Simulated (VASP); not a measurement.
Input of a VASP 6.6.1 run:

Contents of INCAR:

```
PREC = Accurate
ENCUT = 520
EDIFF = 1E-6
ISMEAR = 0
SIGMA = 0.1
LREAL = F
LASPH = T
NELM = 100
ALGO = Normal
ISIF = 2
LWAVE = F
LCHARG = F
MAGMOM = 0 0 0 0 0 0
LORBIT = 11
LSORBIT = T
GGA_COMPAT = F
GGA = PS
NBANDS = 42
```

Contents of KPOINTS:

```
Automatic mesh
0
Gamma
  12 12 12
```

File POSCAR:

```
LuAs
1.0
    0.0000000000      2.8048360000      2.8048360000
    2.8048360000      0.0000000000      2.8048360000
    2.8048360000      2.8048360000      0.0000000000
Lu As
1 1
Direct
    0.5000000000      0.5000000000      0.5000000000
    0.0000000000      0.0000000000      0.0000000000
```

File KPOINTS_OPT:

```
path GXWKGLUWLK,UX
10
line-mode
reciprocal
 0.0000000000  0.0000000000  0.0000000000  G
 0.5000000000  0.0000000000  0.5000000000  X

 0.5000000000  0.0000000000  0.5000000000  X
 0.5000000000  0.2500000000  0.7500000000  W

 0.5000000000  0.2500000000  0.7500000000  W
 0.3750000000  0.3750000000  0.7500000000  K

 0.3750000000  0.3750000000  0.7500000000  K
 0.0000000000  0.0000000000  0.0000000000  G

 0.0000000000  0.0000000000  0.0000000000  G
 0.5000000000  0.5000000000  0.5000000000  L

 0.5000000000  0.5000000000  0.5000000000  L
 0.6250000000  0.2500000000  0.6250000000  U

 0.6250000000  0.2500000000  0.6250000000  U
 0.5000000000  0.2500000000  0.7500000000  W

 0.5000000000  0.2500000000  0.7500000000  W
 0.5000000000  0.5000000000  0.5000000000  L

 0.5000000000  0.5000000000  0.5000000000  L
 0.3750000000  0.3750000000  0.7500000000  K

 0.6250000000  0.2500000000  0.6250000000  U
 0.5000000000  0.0000000000  0.5000000000  X
```

Potentials or basis: VASP PAW PBE potentials, release 64 (Lu, As).

The run is started by

```sh
$ cat potpaw_PBE.64/Lu/POTCAR potpaw_PBE.64/As/POTCAR > POTCAR
$ mpirun -np 1 vasp_ncl > vasp.out
```

Q: Estimate the pressure.

A: 0.4 GPa.

Q: Predict the net moment.

A: 0.00 μB per cell.

Moments on the atoms (μB; x, y, z):
```
Lu  0.00 0.00 0.00
As  0.00 0.00 0.00
```

Caveat: the PAW data sets were made with another functional, which shifts forces and pressure a little.
